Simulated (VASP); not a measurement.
Here is the system:

```xyz
3
Lattice="0.0000 2.7269 2.7269 2.7269 0.0000 2.7269 2.7269 2.7269 0.0000" Properties=species:S:1:pos:R:3 pbc="T T T"
Ca     2.7269     2.7269     5.4538
F      1.3635     1.3635     1.3635
F      4.0904     4.0904     4.0904
```

Calculation: vdW-DF-cx, VASP's PBE PAW potentials (set 64) (plane waves; VASP). Run with 520 eV cut-off, Gaussian smearing of 0.050 eV, potentials Ca_sv F.

Question: Estimate the band gap (along the path) with the smallest direct gap where there is one.

Answer: 
| Quantity | Value |
|---|---|
| band gap (along the path) | 7.39 eV |
| smallest direct gap (along the path) | 7.65 eV |

The absolute energy has meaning only against runs of the same code, potentials and settings.

The compound is CaF2 in the fluorite structure. It was relaxed first.
